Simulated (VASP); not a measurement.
Crystal: SbPd4.

```
CELL_PARAMETERS angstrom
-2.77241 2.77241 2.77241
2.77241 -2.77241 2.77241
2.77241 2.77241 -2.77241
ATOMIC_POSITIONS crystal
Sb 0.00000 0.00000 0.00000
Pd 0.50000 0.50000 0.50000
Pd 0.50000 0.00000 0.00000
Pd 0.00000 0.00000 0.50000
Pd 0.00000 0.50000 0.00000
```

The cell was built by a generator and needn't be a form met in nature.

The cell isn't the ideal one: species swapped into the Hg4Pt type (Im-3m, No. 229).

* Program: VASP 6.6.1
* Task: relaxation of cell and atoms
* Functional: PBE
* Potentials or basis: VASP PAW PBE potentials, release 64 (Sb, Pd)
* Cutoff: 600 eV
* k mesh: 4 × 4 × 4
* Occupations: gaussian, width 0.1 eV
* Spin: no spin polarisation

At the start: pressure 32.3 GPa; volume 17.05 Å³/atom.

Problem. How do energy, volume and symmetry change on relaxing?

Solution. Over 5 steps the energy falls by 310.6 meV/atom and the volume is 20.77 Å³/atom (+21.9 %); space group Im-3m (No. 229, to 0.05 Å).

Step by step:
```tsv
step	energy change (eV)	largest force (eV/Å)	pressure (GPa)	volume (Å³)
1	0.0000	0.0000	32.32	85.24
2	0.1047	0.0000	-12.94	135.08
3	-1.5493	0.0000	-1.05	105.09
4	-1.5528	0.0000	-0.31	104.28
5	-1.5531	0.0000	0.07	103.87
```

Final structure:
```
Sb Pd
1.0
    -2.96126    2.96126    2.96126
     2.96126   -2.96126    2.96126
     2.96126    2.96126   -2.96126
Sb Pd
1 4
Cartesian
  0.0000 0.0000 0.0000
  1.4806 1.4806 1.4806
  -1.4806 1.4806 1.4806
  1.4806 1.4806 -1.4806
  1.4806 -1.4806 1.4806
```

Caveat: the k mesh is coarse (spacing up to 0.40 Å⁻¹), so the values aren't converged; the volume moved by over 15 % at a fixed basis, so the end points are rough.
